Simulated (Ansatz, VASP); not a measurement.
One calculation of Ta2SiC, two programs

Contents of INCAR:

```
  ALGO = Normal
  EDIFF = 1E-7
  EDIFFG = -0.01
  ENCUT = 600
  GGA = PE
  IBRION = 2
  ISIF = 3
  ISMEAR = 0
  LASPH = T
  LCHARG = F
  LREAL = F
  LWAVE = F
  NELM = 100
  NSW = 100
  PREC = Accurate
  SIGMA = 0.1
```

The input KPOINTS:

```
k-points
0
Gamma
  16 16 6
```

Contents of POSCAR:

```
Ta2SiC
1.0
    2.7204731774      0.0000000000      0.0000000000
    0.0000000000      2.7204731774      0.0000000000
    0.0000000000      0.0000000000      9.4801768444
Ta Si C
2 1 1
Direct
    0.0000000000      0.0000000000      0.7842788566
    0.0000000000      0.0000000000      0.2157211434
    0.0000000000      0.0000000000      0.5000000000
    0.0000000000      0.0000000000      0.0000000000
```

Input for Ansatz:

```yaml
crystal:
  lattice:
    - [2.7204731774, 0.0, 0.0]
    - [0.0, 2.7204731774, 0.0]
    - [0.0, 0.0, 9.4801768444]
  atoms:
    - { symbol: Ta, position: [0.0, 0.0, 0.7842788566] }
    - { symbol: Ta, position: [0.0, 0.0, 0.2157211434] }
    - { symbol: Si, position: [0.0, 0.0, 0.5] }
    - { symbol: C, position: [0.0, 0.0, 0.0] }
basis:
  ecutwfc: 420
kpoints:
  mp_grid: { grid: [16, 16, 6] }
hamiltonian:
  xc: pbe
scf:
  occupations: { method: gaussian, width: 0.1 }
output:
  forces: true
  stress: true
  eigenvalues: true
relax:
  adjacent_minimum: "off"
  f_tol: 0.01
  max_steps: 80
  cell: { stress_tol: 0.05 }
```

Alike in both runs: task relaxation of cell and atoms; functional PBE; k mesh 16 × 16 × 6; occupations gaussian, width 0.1 eV; no spin polarisation.

|  | VASP | Ansatz |
| --- | --- | --- |
| version | VASP 6.6.1 | Ansatz 0.2.0 |
| potentials or method | VASP PAW PBE potentials, release 64 (Ta_pv, Si, C) | scalar-relativistic, plane waves, PAW |
| plane-wave cutoff (eV) | 600 | 420 |
| valence electrons in the cell | 30 | 34 |

Ansatz gave:

* gap on the k mesh at the Fermi level, each at its own relaxed structure (eV): none
* relaxed volume (Å³/atom): 17.51
* relaxed cell length with the largest relative difference (Å): 9.429
* energy change over the relaxation (meV/atom): -2

Q: What did VASP give for the same quantities?

A: gap on the k mesh at the Fermi level, each at its own relaxed structure (eV): none; relaxed volume (Å³/atom): 17.52; relaxed cell length with the largest relative difference (Å): 9.434; energy change over the relaxation (meV/atom): -2.

A gap of «none» marks a metal or a gap that the smearing closes. The two sets of potentials don't hold the same shells in valence.

Spin-orbit coupling is left out, which matters for the levels of Ta.
